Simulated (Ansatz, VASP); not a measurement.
**Zn11Si15O41 (glassy 58SiO2-42ZnO (mol %)) in two plane-wave programs**

Aim: how closely do two programs agree when they are given the same cell, functional and k mesh? Of the first pair: The cell is taken from a series of runs on this material, whose earlier steps may have relaxed, scaled, displaced or heated it; both programs get it as it stands.

Program: Ansatz 0.2.0. Level of theory: plane waves, with VASP 6.6.1 beside it; single point at PBE. Results are calculated unless marked as measured.

## (1) Starting point

The cell holds 67 atoms: 15 Si, 11 Zn and 41 O. Cell: a = 9.780 Å, b = 9.780 Å, c = 9.780 Å, α = 90.0°, β = 90.0°, γ = 90.0°. As first built, before any earlier steps moved the atoms (in the runner's words): 67 atoms (15 Si, 11 Zn, 41 O) placed at random at 3.12 g/cm^3, melted at 4000 K for 10 ps at fixed volume with the Morse and Coulomb pair potential with partial charges (Pedone, Malavasi, Menziani, Cormack and Segre, J. Phys. Chem. B 110, 11780 (2006)). Quenched from 4000 K to 300 K at 500 K/ps and fixed volume, held 10 ps at zero pressure.

## (2) VASP: single point, PBE, pair 1

With cell and atoms fixed, the geometry can't cause a difference; cores, projectors, grids and the points listed under the comparison can.

Lines of VASP's logs that name or quote its potential files are left out, and so is its time.

Input file INCAR:

```
SYSTEM = Zn11Si15O41
PREC = Accurate
ENCUT = 520
EDIFF = 1E-06
NELM = 120
ISMEAR = -1
SIGMA = 0.05
LREAL = Auto
ALGO = Normal
GGA = PE
NBANDS = 272
LORBIT = 11
LWAVE = .FALSE.
LCHARG = .FALSE.
ISIF = 2
LASPH = .TRUE.
GGA_COMPAT = .FALSE.
EFERMI = MIDGAP
NCORE = 2
```

Input file POSCAR:

```
Zn11Si15O41
1.0
    9.7801300000      0.0000000000      0.0000000000
    0.0000000000      9.7801300000      0.0000000000
    0.0000000000      0.0000000000      9.7801300000
Si Zn O
15 11 41
Direct
    0.1859600000      0.6751700000      0.0858000000
    0.1279600000      0.9530900000      0.5692000000
    0.0630000000      0.1654000000      0.3333100000
    0.8307400000      0.0935400000      0.1512800000
    0.4832400000      0.2629900000      0.9094200000
    0.6722000000      0.3561500000      0.1525400000
    0.9556900000      0.3389400000      0.7962300000
    0.4365300000      0.2991800000      0.3653200000
    0.4391500000      0.8503100000      0.1344000000
    0.0003800000      0.7322400000      0.3513400000
    0.5008800000      0.5540200000      0.8118400000
    0.2552200000      0.1013700000      0.0852300000
    0.6575900000      0.8121900000      0.9178400000
    0.9546300000      0.4336900000      0.4963700000
    0.6372600000      0.4777100000      0.5506900000
    0.0188900000      0.0747100000      0.8503600000
    0.2547400000      0.7961500000      0.7999200000
    0.7991000000      0.5740100000      0.0039800000
    0.6700600000      0.6930700000      0.3124000000
    0.1293100000      0.4293400000      0.2689200000
    0.7050700000      0.8170500000      0.5855400000
    0.2369600000      0.3732300000      0.9576500000
    0.9844100000      0.8714800000      0.9933900000
    0.7058100000      0.0757100000      0.7261000000
    0.4459300000      0.0708800000      0.6033100000
    0.5704100000      0.0071000000      0.3467900000
    0.6067900000      0.6493400000      0.9007400000
    0.4212100000      0.1418300000      0.4116300000
    0.1299600000      0.7349400000      0.9433700000
    0.8484700000      0.2109300000      0.7649700000
    0.1207300000      0.0890700000      0.4660000000
    0.5477400000      0.3158200000      0.2440600000
    0.4126500000      0.4193100000      0.8758800000
    0.8939700000      0.0471700000      0.0143300000
    0.6861600000      0.0476000000      0.1937600000
    0.3893400000      0.6572700000      0.7734100000
    0.5293800000      0.8171200000      0.2615800000
    0.2776600000      0.9406100000      0.6405700000
    0.6423500000      0.6398800000      0.5081500000
    0.5206700000      0.3885700000      0.4824700000
    0.3478600000      0.9815300000      0.1534800000
    0.0122000000      0.3080900000      0.3871900000
    0.7853400000      0.4261000000      0.5050200000
    0.0122600000      0.5704500000      0.4153400000
    0.6116300000      0.3074700000      0.0006200000
    0.2930800000      0.3759600000      0.3463200000
    0.8481200000      0.7698400000      0.3398800000
    0.7027900000      0.5150000000      0.1718400000
    0.0900000000      0.8243800000      0.4584700000
    0.6037000000      0.4760400000      0.7071000000
    0.9422300000      0.0728600000      0.2667900000
    0.5095900000      0.1782100000      0.7799200000
    0.7005200000      0.8723600000      0.7745900000
    0.0049200000      0.4053900000      0.6407300000
    0.8095100000      0.2726500000      0.1577100000
    0.1730400000      0.5044800000      0.0906600000
    0.8939200000      0.4556500000      0.8869900000
    0.1718000000      0.0165100000      0.9689500000
    0.3329100000      0.7233000000      0.0962500000
    0.1610900000      0.1698600000      0.1961000000
    0.6272400000      0.0023400000      0.5469400000
    0.0277100000      0.9581900000      0.6895500000
    0.7998400000      0.7808900000      0.9995500000
    0.5330000000      0.8750300000      0.9974200000
    0.0858800000      0.2748000000      0.8631100000
    0.0760000000      0.7302700000      0.2072600000
    0.3529000000      0.2106100000      0.0127900000
```

Input file KPOINTS:

```
Automatic mesh
0
Gamma
1 1 1
0 0 0
```

The projector-augmented-wave data sets are Si, Zn and O (PBE family, release 64).

Command:

```sh
> mpirun -np 8 vasp_gam
```

Numbers of over 12 decimals in the logs are rounded to 6 here.

Log:

```text
[banner, memory and clock lines left out]
running    8 mpi-ranks, on    1 nodes
[...]
LDA part: xc-table for (Slater+PW92), standard interpolation
 POSCAR, INCAR and KPOINTS ok, starting setup
[...]
entering main loop
       N       E                     dE             d eps       ncg     rms          rms(c)
DAV:   1     0.747015833429E+04    0.74702E+04   -0.21280E+05   544   0.196E+03
DAV:   2     0.932281005743E+03   -0.65379E+04   -0.62713E+04   600   0.556E+02
DAV:   3    -0.404911422150E+03   -0.13372E+04   -0.12912E+04   592   0.253E+02
DAV:   4    -0.514728253203E+03   -0.10982E+03   -0.10870E+03   640   0.801E+01
[...]
DAV:  19    -0.440287309177E+03    0.14463E-05   -0.66917E-05   776   0.495E-02    0.130E-02
DAV:  20    -0.440287310435E+03   -0.12578E-05   -0.36979E-05   664   0.337E-02    0.642E-03
DAV:  21    -0.440287310334E+03    0.10156E-06   -0.28639E-06   496   0.139E-02
   1 F= -.44028731E+03 E0= -.44028731E+03  d E =-.528776E-09
```

From OUTCAR (step 2):

```text
  Total       35.4293362     16.6344944     34.1092401    -12.1964800    -12.9635275      6.3833787
  in kB       60.6791817     28.4895969     58.4182770    -20.8886902    -22.2023985     10.9326970
  external PRESSURE =      49.1956852 kB  Pullay stress =       0.0000000 kB

 POSITION                                       TOTAL-FORCE (eV/Angst)
 -----------------------------------------------------------------------------------
      1.81871      6.60325      0.83914        -3.981424     -2.259078      0.541367
      1.25147      9.32134      5.56685         0.716445     -0.207117     -3.707277
      0.61615      1.61763      3.25982        -0.039341     -4.166915     -0.364956
      8.12475      0.91483      1.47954        -1.577315      4.039408      1.523117
      4.72615      2.57208      8.89425         0.447751      1.865562      2.343703
      6.57420      3.48319      1.49186        -0.343601     -0.771555     -1.484423
      9.34677      3.31488      7.78723        -3.000949      0.747067     -1.774720
      4.26932      2.92602      3.57288         0.075378      2.154788      0.718102
      4.29494      8.31614      1.31445        -0.308621     -0.943300     -2.217126
      0.00372      7.16140      3.43615         1.373789      0.031931      2.812263
      4.89867      5.41839      7.93990         0.757432     -0.326481      0.117987
      2.49608      0.99141      0.83356        -0.612398     -3.716041     -1.367931
      6.43132      7.94332      8.97659         1.244960     -2.786068      0.739809
      9.33641      4.24154      4.85456        -2.594305     -0.074643     -2.303330
[...]
-----------------------------------------------------------------------------------
    total drift:                               -0.017889     -0.017085     -0.000525

  FREE ENERGIE OF THE ION-ELECTRON SYSTEM (eV)
  ---------------------------------------------------
  free  energy   TOTEN  =      -440.2873103337 eV

  energy  without entropy=     -440.2873103332  energy(sigma->0) =     -440.28731033

[... 3 further parts left out ...]
[key lines of the parts left out:]
E-fermi :   2.2508
```

The run ends at a pressure of 4.92 GPa, with forces up to 4.8 eV/Å.

## (3) Ansatz: single point, PBE, pair 1

Ansatz runs on its PAW soft_1 files.

The same cell, functional, mesh and smearing now go to Ansatz, which takes its cutoff from its data sets.

Input file input.yaml:

```yaml
crystal:
  lattice:
    - [9.78013, 0.0, 0.0]
    - [0.0, 9.78013, 0.0]
    - [0.0, 0.0, 9.78013]
  atoms:
    - { symbol: Si, position: [0.18596, 0.67517, 0.0858] }
    - { symbol: Si, position: [0.12796, 0.95309, 0.5692] }
    - { symbol: Si, position: [0.063, 0.1654, 0.33331] }
    - { symbol: Si, position: [0.83074, 0.09354, 0.15128] }
    - { symbol: Si, position: [0.48324, 0.26299, 0.90942] }
    - { symbol: Si, position: [0.6722, 0.35615, 0.15254] }
    - { symbol: Si, position: [0.95569, 0.33894, 0.79623] }
    - { symbol: Si, position: [0.43653, 0.29918, 0.36532] }
    - { symbol: Si, position: [0.43915, 0.85031, 0.1344] }
    - { symbol: Si, position: [0.00038, 0.73224, 0.35134] }
    - { symbol: Si, position: [0.50088, 0.55402, 0.81184] }
    - { symbol: Si, position: [0.25522, 0.10137, 0.08523] }
    - { symbol: Si, position: [0.65759, 0.81219, 0.91784] }
    - { symbol: Si, position: [0.95463, 0.43369, 0.49637] }
    - { symbol: Si, position: [0.63726, 0.47771, 0.55069] }
    - { symbol: Zn, position: [0.01889, 0.07471, 0.85036] }
    - { symbol: Zn, position: [0.25474, 0.79615, 0.79992] }
    - { symbol: Zn, position: [0.7991, 0.57401, 0.00398] }
    - { symbol: Zn, position: [0.67006, 0.69307, 0.3124] }
    - { symbol: Zn, position: [0.12931, 0.42934, 0.26892] }
    - { symbol: Zn, position: [0.70507, 0.81705, 0.58554] }
    - { symbol: Zn, position: [0.23696, 0.37323, 0.95765] }
    - { symbol: Zn, position: [0.98441, 0.87148, 0.99339] }
    - { symbol: Zn, position: [0.70581, 0.07571, 0.7261] }
    - { symbol: Zn, position: [0.44593, 0.07088, 0.60331] }
    - { symbol: Zn, position: [0.57041, 0.0071, 0.34679] }
    - { symbol: O, position: [0.60679, 0.64934, 0.90074] }
    - { symbol: O, position: [0.42121, 0.14183, 0.41163] }
    - { symbol: O, position: [0.12996, 0.73494, 0.94337] }
    - { symbol: O, position: [0.84847, 0.21093, 0.76497] }
    - { symbol: O, position: [0.12073, 0.08907, 0.466] }
    - { symbol: O, position: [0.54774, 0.31582, 0.24406] }
    - { symbol: O, position: [0.41265, 0.41931, 0.87588] }
    - { symbol: O, position: [0.89397, 0.04717, 0.01433] }
    - { symbol: O, position: [0.68616, 0.0476, 0.19376] }
    - { symbol: O, position: [0.38934, 0.65727, 0.77341] }
    - { symbol: O, position: [0.52938, 0.81712, 0.26158] }
    - { symbol: O, position: [0.27766, 0.94061, 0.64057] }
    - { symbol: O, position: [0.64235, 0.63988, 0.50815] }
    - { symbol: O, position: [0.52067, 0.38857, 0.48247] }
    - { symbol: O, position: [0.34786, 0.98153, 0.15348] }
    - { symbol: O, position: [0.0122, 0.30809, 0.38719] }
    - { symbol: O, position: [0.78534, 0.4261, 0.50502] }
    - { symbol: O, position: [0.01226, 0.57045, 0.41534] }
    - { symbol: O, position: [0.61163, 0.30747, 0.00062] }
    - { symbol: O, position: [0.29308, 0.37596, 0.34632] }
    - { symbol: O, position: [0.84812, 0.76984, 0.33988] }
    - { symbol: O, position: [0.70279, 0.515, 0.17184] }
    - { symbol: O, position: [0.09, 0.82438, 0.45847] }
    - { symbol: O, position: [0.6037, 0.47604, 0.7071] }
    - { symbol: O, position: [0.94223, 0.07286, 0.26679] }
    - { symbol: O, position: [0.50959, 0.17821, 0.77992] }
    - { symbol: O, position: [0.70052, 0.87236, 0.77459] }
    - { symbol: O, position: [0.00492, 0.40539, 0.64073] }
    - { symbol: O, position: [0.80951, 0.27265, 0.15771] }
    - { symbol: O, position: [0.17304, 0.50448, 0.09066] }
    - { symbol: O, position: [0.89392, 0.45565, 0.88699] }
    - { symbol: O, position: [0.1718, 0.01651, 0.96895] }
    - { symbol: O, position: [0.33291, 0.7233, 0.09625] }
    - { symbol: O, position: [0.16109, 0.16986, 0.1961] }
    - { symbol: O, position: [0.62724, 0.00234, 0.54694] }
    - { symbol: O, position: [0.02771, 0.95819, 0.68955] }
    - { symbol: O, position: [0.79984, 0.78089, 0.99955] }
    - { symbol: O, position: [0.533, 0.87503, 0.99742] }
    - { symbol: O, position: [0.08588, 0.2748, 0.86311] }
    - { symbol: O, position: [0.076, 0.73027, 0.20726] }
    - { symbol: O, position: [0.3529, 0.21061, 0.01279] }
kpoints:
  mp_grid: { grid: [1, 1, 1] }
hamiltonian:
  xc: pbe
  pseudopotentials: { kind: paw, azcp: { folder: soft_1 } }
scf:
  occupations: { method: fermi_dirac, width: 0.05 }
output:
  forces: true
```

Command:

```sh
> ansatz run input.yaml --threads 4 --pin off --max-ram 8192MiB --backend cpu --events-out ev --progress --plain --runs-dir out
```

Log:

```text
Engine: ansatz 0.2.0, aarch64-unknown-linux-gnu
Pseudopotentials: kind: paw
Pseudopotential: Si, paw, valence charge 4, recommended cutoff 420 eV (normal), soft_1/Si.paw.azcp
Pseudopotential: Zn, paw, valence charge 12, recommended cutoff 420 eV (normal), soft_1/Zn.paw.azcp
Pseudopotential: O, paw, valence charge 6, recommended cutoff 420 eV (normal), soft_1/O.paw.azcp
Functional definition: PBE
  parameter kappa = 0.804
  parameter beta = 0.066725
  exchange = pbe_x(kappa = kappa, mu = beta*pi^2/3)
  correlation = pbe_c(beta = beta)
Crystal: 67 atoms, lattice volume = 935.479 Å³
Basis set: ecut = 420 eV, 18325 PW (Γ), exchange–correlation on 144×144×144 points (8 copies of the dense FFT grid, shifted against one another)
Bands: 286, of which v1, the nominal top of the filled ones, is band 219 counted from 1 (218 counted from 0)
Symmetry: 1 space group operations
Space group: P1 (ITA 1), of the structure as read, at distance tolerance 9.8e-5 Å
k-points: 1
Non-local potential: Si, projectors of the file, l = 0: 2, l = 1: 2, l = 2: 1
Non-local potential: Zn, projectors of the file, l = 0: 2, l = 1: 2, l = 2: 3, l = 3: 1
Non-local potential: O, projectors of the file, l = 0: 2, l = 1: 2, l = 2: 1
PAW form: soft (Blöchl's): semilocal exchange-correlation on the pseudo side does not see the compensation charge
PAW one-centre angular grid: Si, 110 points (default); XC on 64 Gauss nodes
PAW one-centre angular grid: Zn, 590 points (default); XC on 64 Gauss nodes
PAW one-centre angular grid: O, 110 points (default); XC on 64 Gauss nodes
Initial density: superposition of atomic densities (chi_scale 0.1, normalization cell, long waves 14 % of neutral atoms (reshape's long-wave potential 1.14 eV rms, cloud 1.88 Å wide))
Initial wavefunctions: pseudopotential atomic-orbital guess
Functional: x = pbe(κ = 0.804, μ = 0.219515), c = pbe(β = 0.066725)
SCF iter   1: F=—  HF=-69389.003223 eV  |F-HF|=—  |Δ(HF+E_count)|=         —  Δρ=1.21e-1  dr2=1.13e2  ethr=3.10e-3  ⟨swp⟩=6.0  Hψ=1327  notcnv=0  defer=25
preconditioner: auto → Resta (q_TF=auto, 2.404 Å⁻¹)  ε∞=3.4  [insulator: Δε(μ)=1.977 eV  Ē_g=16.254 eV  σ=0.050 eV  W_gap=1.00  n_scr=250 (ndim 8)  ℏωp=25.4 eV  f_vac=0.115  D(μ)=0.00/eV (n_scr^D=0)  ε∞_Penn≈3.4]
SCF iter   2: F=—  HF=-69356.816802 eV  |F-HF|=—  |Δ(HF+E_count)|=    3.22e1  Δρ=3.65e-2  dr2=1.09e1  ethr=3.10e-3  ⟨swp⟩=3.0  Hψ=558  notcnv=0  defer=62
SCF iter   3: F=—  HF=-69353.504779 eV  |F-HF|=—  |Δ(HF+E_count)|=    3.31e0  Δρ=1.90e-2  dr2=3.69e0  ethr=2.48e-3  ⟨swp⟩=2.0  Hψ=467  notcnv=0  defer=29
automatic band count: iteration 3 solves 253 bands in place of 286: the levels show a gap, and the empty bands left out lie too high to hold charge; the band table lists the bands solved (type scf.n_extra_bands for more)
SCF iter   4: F=—  HF=-69353.142564 eV  |F-HF|=—  |Δ(HF+E_count)|=   3.62e-1  Δρ=1.04e-2  dr2=6.21e-1  ethr=8.43e-4  ⟨swp⟩=5.0  Hψ=400  notcnv=0  defer=29
SCF iter   5: F=—  HF=-69353.140856 eV  |F-HF|=—  |Δ(HF+E_count)|=   1.71e-3  Δρ=3.21e-3  dr2=8.55e-2  ethr=1.42e-4  ⟨swp⟩=5.0  Hψ=478  notcnv=0  defer=28
SCF iter   6: F=—  HF=-69353.152548 eV  |F-HF|=—  |Δ(HF+E_count)|=   1.17e-2  Δρ=1.36e-3  dr2=1.73e-2  ethr=1.95e-5  ⟨swp⟩=2.0  Hψ=417  notcnv=0  defer=28
SCF iter   7: F=—  HF=-69353.153774 eV  |F-HF|=—  |Δ(HF+E_count)|=   1.23e-3  Δρ=6.82e-4  dr2=3.87e-3  ethr=3.96e-6  ⟨swp⟩=2.0  Hψ=443  notcnv=0  defer=28
SCF iter   8: F=—  HF=-69353.155962 eV  |F-HF|=—  |Δ(HF+E_count)|=   2.19e-3  Δρ=3.56e-4  dr2=9.68e-4  ethr=8.84e-7  ⟨swp⟩=2.0  Hψ=409  notcnv=0  defer=28
SCF iter   9: F=—  HF=-69353.155938 eV  |F-HF|=—  |Δ(HF+E_count)|=   2.45e-5  Δρ=1.87e-4  dr2=2.48e-4  ethr=2.21e-7  ⟨swp⟩=2.0  Hψ=429  notcnv=0  defer=28
SCF iter  10: F=—  HF=-69353.155913 eV  |F-HF|=—  |Δ(HF+E_count)|=   2.43e-5  Δρ=5.29e-5  dr2=2.02e-5  ethr=5.67e-8  ⟨swp⟩=2.0  Hψ=406  notcnv=0  defer=28
SCF iter  11: F=—  HF=-69353.156836 eV  |F-HF|=—  |Δ(HF+E_count)|=   9.22e-4  Δρ=4.16e-5  dr2=1.20e-5  ethr=4.60e-9  ⟨swp⟩=2.0  Hψ=465  notcnv=0  defer=28
SCF iter  12: F=—  HF=-69353.156834 eV  |F-HF|=—  |Δ(HF+E_count)|=   1.80e-6  Δρ=6.62e-6  dr2=4.29e-7  ethr=2.75e-9  ⟨swp⟩=2.0  Hψ=424  notcnv=0  defer=28
SCF iter  13: F=—  HF=-69353.156834 eV  |F-HF|=—  |Δ(HF+E_count)|=   2.69e-7  Δρ=5.92e-6  dr2=2.14e-7  ethr=2.28e-11  ⟨swp⟩=5.0  Hψ=1084  notcnv=0
SCF iter  14: F=-69353.156834 eV  HF=-69353.156834 eV  |F-HF|=1.51e-8  |Δ(HF+E_count)|=   3.95e-8  Δρ=2.26e-6  dr2=3.27e-8  ethr=2.28e-11  ⟨swp⟩=3.0  Hψ=1060  notcnv=0
SCF 1 converged in 14 iterations: F = -69353.156834 eV  dr2 = 3.27e-8
  greatest PAW one-centre occupation: 0.993 electrons in one spin orbital (limit 2), on the Zn atom at site 22 (counted from 0), in its partial waves of l = 2
SCF converged after 14 iterations
Free energy (F): -69353.156834 eV
Harris-Foulkes:  -69353.156834 eV  (|F-HF|=1.51e-8)
Internal energy: -69353.156834 eV  (E = F + TS)
E sigma→0 (E₀):  -69353.156834 eV
Fermi energy:    4.789481 eV
--- Per-component energies (eV) ---
  E_band       = -1427.724331
  E_kinetic    = 9296.335271
  E_local      = -49072.736747  (includes V_loc(G=0)·N_el)
  E_nonlocal   = 11571.492453
  E_hartree    = 19164.057658
  E_xc         = -4652.435460
  E_vxc        = -5032.887206  (∫ρ·V_xc dr)
  E_paw        = -35290.827680  (= ΣΔE_a)
  E_vpaw       = -6518.059457  (= ΣTr[D̂ρ^β])
  E_aug_tail   = 0.030344  (compensation charges beyond the density's cutoff)
  E_ewald      = -20369.072672
  E_smearing   = -0.000000  (= −TS)
  E_closure    = 0.000000  (closes the sum)
  Σ components = -69353.156834   (vs F -69353.156834, Δ=0.00e0)
--- Forces (eV/Å), atoms counted from 1 ---
  atom   1  Si    -3.96858970    -2.24368803     0.50272036
  atom   2  Si     0.70393235    -0.20632677    -3.61763117
  atom   3  Si    -0.06722041    -4.18364526    -0.35312010
  atom   4  Si    -1.60032391     4.01776363     1.53494569
  atom   5  Si     0.48114877     1.86559505     2.30510694
  atom   6  Si    -0.29653113    -0.75774286    -1.45818870
  atom   7  Si    -3.00901935     0.73045237    -1.70227558
  atom   8  Si     0.04705697     2.12929349     0.71819075
  atom   9  Si    -0.27833966    -0.93385579    -2.18080337
  atom  10  Si     1.31103485     0.04438853     2.80245381
  atom  11  Si     0.72848500    -0.27150892     0.10061388
  atom  12  Si    -0.64728123    -3.74076960    -1.42066998
  atom  13  Si     1.27196382    -2.78711963     0.73653457
  atom  14  Si    -2.59570383    -0.04868085    -2.24007450
  atom  15  Si    -0.11788273     0.82334225    -1.57233834
  atom  16  Zn     0.07191033     1.32347335    -0.85873992
  atom  17  Zn     0.47614101     0.37438523    -0.75240917
  atom  18  Zn     0.06517397    -0.26802695    -0.49739521
  atom  19  Zn     0.48814074    -1.09730683    -0.56950347
  atom  20  Zn     0.86371379     0.81533479    -0.44453974
  atom  21  Zn    -0.88232875    -0.54467292    -0.57567246
  atom  22  Zn    -2.00927860     0.56206225    -0.46358712
  atom  23  Zn    -0.20323097    -0.82843348     0.46878343
  atom  24  Zn     0.71955554     1.22900525     0.10146235
[...]
atom  60  O     -0.28400372     1.82896615     1.33638122
  atom  61  O      0.41821648    -0.65992254    -0.07232100
  atom  62  O     -2.76047436    -0.15444306     2.62954457
  atom  63  O      0.78336706    -0.45956620     0.62458389
  atom  64  O     -1.27773385     1.32450627     0.40200532
  atom  65  O      3.03644915    -0.73783013     1.06637376
  atom  66  O      1.55179523    -0.30116644    -2.37767036
  atom  67  O      1.29221015     1.32725797    -0.82795716
  max |Σ_I F_I| component: 1.34e-5 eV/Å
```

## (4) Comparison

Known differences besides the potentials themselves: the cutoff is 420 eV in Ansatz and 520 eV in VASP (PREC = Accurate, projectors in real space). Total energies have different zeros and are not compared.

Compared:

| quantity | Ansatz | VASP | difference |
| --- | --- | --- | --- |
| gap on the k mesh (eV) | 2.328 | 2.320 | +0.008 |

Forces on 9 of the 67 atoms, those with the largest forces and the largest differences (eV/Å; atoms numbered as in POSCAR):

| atom | Ansatz x, y, z | VASP x, y, z |
| --- | --- | --- |
| Si1 | -3.969, -2.244, 0.503 | -3.981, -2.259, 0.541 |
| Si2 | 0.704, -0.206, -3.618 | 0.716, -0.207, -3.707 |
| Si3 | -0.067, -4.184, -0.353 | -0.039, -4.167, -0.365 |
| Si4 | -1.600, 4.018, 1.535 | -1.577, 4.039, 1.523 |
| Si7 | -3.009, 0.730, -1.702 | -3.001, 0.747, -1.775 |
| Si12 | -0.647, -3.741, -1.421 | -0.612, -3.716, -1.368 |
| O54 | 1.481, -0.473, 3.186 | 1.476, -0.503, 3.274 |
| O59 | 4.413, 1.210, 1.136 | 4.441, 1.248, 1.154 |
| O62 | -2.760, -0.154, 2.630 | -2.812, -0.178, 2.658 |

The forces differ by 27 meV/Å r.m.s., which is 1.9 % of the r.m.s. force of 1.405 eV/Å (both taken over all components). A gap on the mesh is an upper bound, since the band edges may lie between its points.

[end of part 1 of 3]

[Lines on the potential files, build, host, timing and source positions are cut from VASP's logs without a mark.]

[Logs are printed without paths, hosts, clocks, repeated set-up lines and the standing remarks that a program may print on its own settings, such as how far it seeks lower states.]

[Hosts, paths, dates, database ids (printed as entryN), source tags and the programs' standing remarks are cut or masked in the printed files.]
